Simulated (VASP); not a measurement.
Calculation: r2SCAN meta-GGA, VASP's PBE PAW potentials (set 64) (plane waves; VASP 6.6.1).

Input for VASP

### KPOINTS
```
Automatic mesh
0
Gamma
6 6 7
0 0 0
```

### POSCAR
```
Fe3Ge
1
    5.1487370531     0.0000000000     0.0000000000
   -2.5743685266     4.4589369250     0.0000000000
    0.0000000000    -0.0000000000     4.2260212419
Fe Ge
6 2
Direct
  0.8381385841   0.6762771683   0.2500000000
  0.1618614159   0.3237228317   0.7500000000
  0.1618614159   0.8381385841   0.7500000000
  0.8381385841   0.1618614159   0.2500000000
  0.3237228317   0.1618614159   0.2500000000
  0.6762771683   0.8381385841   0.7500000000
  0.3333330000   0.6666670000   0.2500000000
  0.6666670000   0.3333330000   0.7500000000
```

INCAR:
```
IBRION = 2   # conjugate gradients
METAGGA = R2SCAN
ISPIN = 2   # spin-polarised
LMIXTAU = .TRUE.
EDIFFG = -0.02
LCHARG = .FALSE.
LASPH = .TRUE.   # aspherical one-centre terms
EDIFF = 1E-6   # SCF stop (eV)
ALGO = Normal   # blocked Davidson
SYSTEM = Fe3Ge
SIGMA = 0.1
LORBIT = 10
LMAXMIX = 4   # l cut-off of mixed one-centre charges
NSW = 60
ENCUT = 400   # plane-wave cut-off (eV)
PREC = Accurate
NELM = 100
LREAL = .FALSE.
ISMEAR = 1
LWAVE = .FALSE.
ISIF = 3   # ions, shape and volume
```

POTCAR, in this order: Fe Ge_d (PBE.64 set). Program: vasp_std. The INCAR's line for the spin-polarised start is left out here.

The run has a spin-polarised start.

Problem. What does the run give for the energy per atom (σ→0), cell moment, volume per atom, band gap (on the k-mesh)?

Solution. 
| Item | Value |
|---|---|
| energy per atom (σ→0) | -14.286 eV/atom |
| cell moment | 15.06 μB |
| band gap (on the k-mesh) | none (metal, semimetal or under 0.01 eV) |
| volume per atom | 12.18 Å³/atom |

### OSZICAR
```
...
DAV:   2    -0.114290343258E+03   -0.38262E-02   -0.33112E-02  7841   0.152E+00    0.417E-01
DAV:   3    -0.114290913760E+03   -0.57050E-03   -0.28152E-03  7990   0.452E-01    0.203E-01
DAV:   4    -0.114290612443E+03    0.30132E-03   -0.38216E-04  8263   0.162E-01    0.910E-02
DAV:   5    -0.114290558790E+03    0.53653E-04   -0.22528E-04  7358   0.103E-01    0.260E-02
DAV:   6    -0.114290561088E+03   -0.22976E-05   -0.43653E-05  6264   0.635E-02    0.153E-02
DAV:   7    -0.114290564312E+03   -0.32245E-05   -0.27991E-06  5290   0.129E-02    0.837E-03
DAV:   8    -0.114290565024E+03   -0.71150E-06   -0.56411E-07  3258   0.630E-03
   3 F= -.11429057E+03 E0= -.11429053E+03  d E =-.320443E-02  mag=    15.0637
```

The structure comes from a computed database's Fe3Ge entry (P6_3/mmc); how it stands against other phases isn't given here. This run relaxes it. Symmetry was kept, so distortions that lower it aren't found. The start is the result of an earlier pass.
